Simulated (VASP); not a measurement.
# CdRh3 (Fm-3m) in VASP: further runs

The runs below take CdRh3 through relaxation of cell and atoms, relaxation of the atoms, single point, with PBE, PBEsol, rev-vdW-DF2+U, PBEsol+D4.

Everything below comes from runs of VASP 6.6.1. Logs are shortened: lines on timing, memory, paths and dates and some standing lists are left out, and cuts for length are marked.

**1. The structure**

It takes space group Fm-3m (No. 225, cubic). Conventional cell: a = 6.246 Å, b = 6.246 Å, c = 6.246 Å, α = 90.00°, β = 90.00°, γ = 90.00°. Cd (site symmetry m-3m) is surrounded by 8 Rh at 2.70 Å. Rh (site symmetry -43m) has 4 Cd at 2.70 Å and 4 Rh at 2.70 Å as nearest neighbours. Rh (site symmetry m-3m) has 8 Rh at 2.70 Å as nearest neighbours.

The cell was built by a generator and needn't be a form met in nature.

**2. Relaxation of cell and atoms, PBE**

Contents of INCAR:

```
SYSTEM = CdRh3
ALGO = Normal ; EDIFF = 1E-6
EDIFFG = -0.01 ; ENCUT = 600
GGA = PE ; IBRION = 2
ISIF = 3 ; ISMEAR = 1
LASPH = .TRUE. ; LCHARG = .FALSE.
LREAL = .FALSE. ; LWAVE = .FALSE.
NELM = 100 ; NSW = 60
PREC = Accurate ; SIGMA = 0.1
```

Contents of KPOINTS:

```
k-points
0
G
  7 7 7
  0 0 0
```

Contents of POSCAR:

```
CdRh3
1.0
    0.0000000000      3.1228850000      3.1228850000
    3.1228850000      0.0000000000      3.1228850000
    3.1228850000      3.1228850000      0.0000000000
Cd Rh
1 3
Direct
    0.0000000000      0.0000000000      0.0000000000
    0.2500000000      0.2500000000      0.2500000000
    0.7500000000      0.7500000000      0.7500000000
    0.5000000000      0.5000000000      0.5000000000
```

Potentials or basis: VASP PAW PBE potentials, release 64 (Cd, Rh_pv).

Launch:

```
> cat potpaw_PBE.64/Cd/POTCAR potpaw_PBE.64/Rh_pv/POTCAR > POTCAR
> mpirun -np 1 vasp_std > vasp.out
```

OUTCAR:

```text
SYSTEM = CdRh3
   EDIFF = 1E-6
   EDIFFG = -0.01
   ENCUT = 600
   GGA = PE
   IBRION = 2
   ISIF = 3
   ISMEAR = 1
   LASPH = .TRUE.
   LREAL = .FALSE.
   NELM = 100
   NSW = 60
   PREC = Accurate

 ion  position               nearest neighbor table
   1  0.000  0.000  0.000-   3 2.70   3 2.70   3 2.70   2 2.70   3 2.70   2 2.70   2 2.70   2 2.70
                             4 3.12   4 3.12   4 3.12   4 3.12   4 3.12   4 3.12
   2  0.250  0.250  0.250-   1 2.70   1 2.70   1 2.70   1 2.70   4 2.70   4 2.70   4 2.70   4 2.70
                             3 3.12   3 3.12   3 3.12   3 3.12   3 3.12   3 3.12
   3  0.750  0.750  0.750-   4 2.70   4 2.70   4 2.70   1 2.70   4 2.70   1 2.70   1 2.70   1 2.70
                             2 3.12   2 3.12   2 3.12   2 3.12   2 3.12   2 3.12
   4  0.500  0.500  0.500-   2 2.70   2 2.70   2 2.70   2 2.70   3 2.70   3 2.70   3 2.70   3 2.70
                             1 3.12   1 3.12   1 3.12   1 3.12   1 3.12   1 3.12

  LATTYP: Found a face centered cubic cell.
 ALAT       =     6.2457700000

  Lattice vectors:

 A1 = (   0.0000000000,   3.1228850000,   3.1228850000)
 A2 = (   3.1228850000,   0.0000000000,   3.1228850000)
 A3 = (   3.1228850000,   3.1228850000,   0.0000000000)

Analysis of symmetry for initial positions (statically):
=====================================================================
 Subroutine PRICEL returns:
 Original cell was already a primitive cell.

 Routine SETGRP: Setting up the symmetry group for a
 face centered cubic supercell.

 Subroutine GETGRP returns: Found 48 space group operations
 (whereof 48 operations were pure point group operations)
 out of a pool of 48 trial point group operations.

The static configuration has the point symmetry O_h .

Analysis of symmetry for dynamics (positions and initial velocities):
=====================================================================
 Subroutine PRICEL returns:
 Original cell was already a primitive cell.

 Routine SETGRP: Setting up the symmetry group for a
 face centered cubic supercell.

 Subroutine GETGRP returns: Found 48 space group operations
 (whereof 48 operations were pure point group operations)
 out of a pool of 48 trial point group operations.

The dynamic configuration has the point symmetry O_h .

 Subroutine INISYM returns: Found 48 space group operations
 (whereof 48 operations are pure point group operations),
 and found     1 'primitive' translations

----------------------------------------------------------------------------------------

                                     Primitive cell

  volume of cell :      60.9113
[... 81 lines left out ...]
   ICHARG =      2    charge: 1-file 2-atom 10-const
   ISPIN  =      1    spin polarized calculation?
   LNONCOLLINEAR =      F non collinear calculations
   LSORBIT =      F    spin-orbit coupling
   LASPH  =      T    aspherical Exc in radial PAW
   ENCUT  =  600.0 eV  44.10 Ry    6.64 a.u.   8.82  8.82  8.82*2*pi/ulx,y,z
   NELM   =    100;   NELMIN=  2; NELMDL= -5     # of ELM steps
   EDIFF  = 0.1E-05   stopping-criterion for ELM
   LREAL  =      F    real-space projection
   EDIFFG = -.1E-01   stopping-criterion for IOM
   NSW    =     60    number of steps for IOM
   IBRION =      2    ionic relax: 0-MD 1-quasi-New 2-CG
   NFREE  =      1    steps in history (QN), initial steepest desc. (CG)
   ISIF   =      3    stress and relaxation
   ISYM   =      2    0-nonsym 1-usesym 2-fastsym
   POTIM  = 0.5000    time-step for ionic-motion
   TEBEG  =    0.0;   TEEND  =   0.0 temperature during run
   PSTRESS=    0.0 pullay stress
   NELECT =      57.0000    total number of electrons
   NUPDOWN=      -1.0000    fix difference up-down
   EMIN   =  10.00;   EMAX   =-10.00  energy-range for DOS
   EFERMI =   0.00;   METHOD = LEGACY
   ISMEAR =     1;   SIGMA  =   0.10  broadening in eV -4-tet -1-fermi 0-gaus
   EFERMI_NEDOS =   21; number of points for ismear=-14 and -15
   IALGO  =     38    algorithm
   IMIX   =      4    mixing-type and parameters
     AMIX     =   0.40;   BMIX     =  1.00
     AMIX_MAG =   1.60;   BMIX_MAG =  1.00
  volume/ion in A,a.u.               =      15.23       102.76
  Fermi-wavevector in a.u.,A,eV,Ry     =   1.601279  3.025979 34.886642  2.564096
  Thomas-Fermi vector in A             =   2.698283
   LORBIT       =      0    0 simple, 1 ext, 2 COOP (PROOUT), +10 PAW based schemes
   GGA     = PE    functional components
   LHFCALC =     F    Hartree Fock is set to
   AEXX    =    0.0000 exact exchange contribution
   IVDW    =     0    specifies the selected vdW correction
   LEPSILON=     F    determine dielectric tensor
   LRPA    =     F    only Hartree local field effects (RPA)
 conjugate gradient relaxation of ions
 non-spin polarized calculation
 Methfessel and Paxton  Order N= 1 SIGMA  =   0.10
  energy-cutoff  :      600.00
  volume of cell :       60.91
 maximum number of plane-waves:      2085
   NGX = 17   NGY = 17   NGZ = 17

--------------------------------------- Ionic step        1  -------------------------------------------

 number of electron      57.0000011 magnetization

 Free energy of the ion-electron system (eV)
  ---------------------------------------------------
  ext. energy  EPLUGINS =         0.00000000
  ---------------------------------------------------
  free energy    TOTEN  =       -21.52683123 eV

  energy without entropy =      -21.51559295  energy(sigma->0) =      -21.52308514

------------------------ aborting loop because EDIFF is reached ----------------------------------------

  FORCE on cell =-STRESS in cart. coord.  units (eV):
  Direction    XX          YY          ZZ          XY          YZ          ZX
  --------------------------------------------------------------------------------------
  -------------------------------------------------------------------------------------
  Total        1.8068470      1.8068470      1.8068470     -0.0000000     -0.0000000      0.0000000
  in kB       47.5262981     47.5262981     47.5262981     -0.0000000     -0.0000000      0.0000000
  external PRESSURE =      47.5262981 kB  Pullay stress =       0.0000000 kB
[... 63 lines left out ...]
--------------------------------------- Ionic step        3  -------------------------------------------

 number of electron      57.0000003 magnetization

 Free energy of the ion-electron system (eV)
  ---------------------------------------------------
  ext. energy  EPLUGINS =         0.00000000
  ---------------------------------------------------
  free energy    TOTEN  =       -21.54883289 eV

  energy without entropy =      -21.53765405  energy(sigma->0) =      -21.54510661

 E-fermi :   8.1993     XC(G=0): -13.1052

 val. band max:        8.1922895722   @ k =   0.2857   0.1429   0.0000
 cond. band min:       8.2140465021   @ k =   0.1429   0.1429   0.0000
 fundamental gap:      0.0217569299
 Fermi energy:         8.1993485912

 k-point     1 :       0.0000    0.0000    0.0000
  band No.  band energies     occupation
      1     -37.8872      2.00000
      2     -37.8872      2.00000
      3     -37.8872      2.00000
      4     -37.7592      2.00000
      5     -37.7592      2.00000
      6     -37.7592      2.00000
[... 760 lines left out ...]
  FREE ENERGIE OF THE ION-ELECTRON SYSTEM (eV)
  ---------------------------------------------------
  free  energy   TOTEN  =       -21.5488328854 eV

  energy  without entropy=      -21.5376540507  energy(sigma->0) =      -21.54510661

 reached required accuracy - stopping structural energy minimisation
```

OSZICAR:

```text
N       E                     dE             d eps       ncg     rms          rms(c)
DAV:   1     0.725801474068E+03    0.72580E+03   -0.37864E+04  1400   0.208E+03
DAV:   2     0.178233447960E+01   -0.72402E+03   -0.71271E+03  1422   0.602E+02
DAV:   3    -0.222662263214E+02   -0.24049E+02   -0.23439E+02  1442   0.118E+02
DAV:   4    -0.225867911516E+02   -0.32056E+00   -0.31865E+00  1448   0.126E+01
[... 31 lines left out ...]
DAV:   7    -0.215488619666E+02    0.34053E-02   -0.10366E-02  1454   0.110E+00    0.949E-02
DAV:   8    -0.215488363572E+02    0.25609E-04   -0.54164E-04  1412   0.219E-01    0.497E-02
DAV:   9    -0.215488348068E+02    0.15503E-05   -0.29223E-05  1432   0.512E-02    0.166E-02
DAV:  10    -0.215488330219E+02    0.17849E-05   -0.35823E-06  1094   0.192E-02    0.479E-03
DAV:  11    -0.215488328854E+02    0.13652E-06   -0.83159E-07   684   0.731E-03
   3 F= -.21548833E+02 E0= -.21545107E+02  d E =-.220017E-01
```

CONTCAR:

```text
CdRh3
   1.00000000000000
    -0.0000000000000000    3.1490212347682429    3.1490212347682429
     3.1490212347682429   -0.0000000000000000    3.1490212347682429
     3.1490212347682429    3.1490212347682429    0.0000000000000000
  Cd              Rh
     1     3
Direct
     0.0000000000000000    0.0000000000000000    0.0000000000000000
     0.2500000000000000    0.2500000000000000    0.2500000000000000
     0.7500000000000000    0.7500000000000000    0.7500000000000000
     0.5000000000000000    0.5000000000000000    0.5000000000000000

  0.00000000E+00  0.00000000E+00  0.00000000E+00
  0.00000000E+00  0.00000000E+00  0.00000000E+00
  0.00000000E+00  0.00000000E+00  0.00000000E+00
  0.00000000E+00  0.00000000E+00  0.00000000E+00
```

It took 51 s on 1 thread of Intel Xeon 6975P-C (Granite Rapids), shared host; peak memory 0.23 GiB.

Results:

```
Free energy                            : -21.5488 eV
Relaxed volume                         : 15.61 Å³/atom
Relaxed cell                           : a = 4.453 Å, b = 4.453 Å, c = 4.453 Å, α = 60.00°, β = 60.00°, γ = 60.00°
Space group after relaxing (to 0.05 Å) : Fm-3m (No. 225)
Energy gained by relaxing              : 5.5 meV/atom
Ionic steps                            : 3
Pressure after relaxing                : -0.1 GPa
Band gap on the k mesh                 : none (metal or under the smearing width)
```

Step by step:
```
step  energy change (eV)  largest force (eV/Å)  pressure (GPa)  volume (Å³)
   1              0.0000                0.0000            4.75        60.91
   2              0.0314                0.0000           -6.45        64.98
   3             -0.0220                0.0000           -0.06        62.45
```

Final structure:
```yaml
crystal:
  lattice:
    - [0.00000, 3.14902, 3.14902]
    - [3.14902, 0.00000, 3.14902]
    - [3.14902, 3.14902, 0.00000]
  atoms:
    - { symbol: Cd, position: [0.00000, 0.00000, 0.00000] }
    - { symbol: Rh, position: [0.25000, 0.25000, 0.25000] }
    - { symbol: Rh, position: [0.75000, 0.75000, 0.75000] }
    - { symbol: Rh, position: [0.50000, 0.50000, 0.50000] }
```

(Part 1 of 2 ends here.)
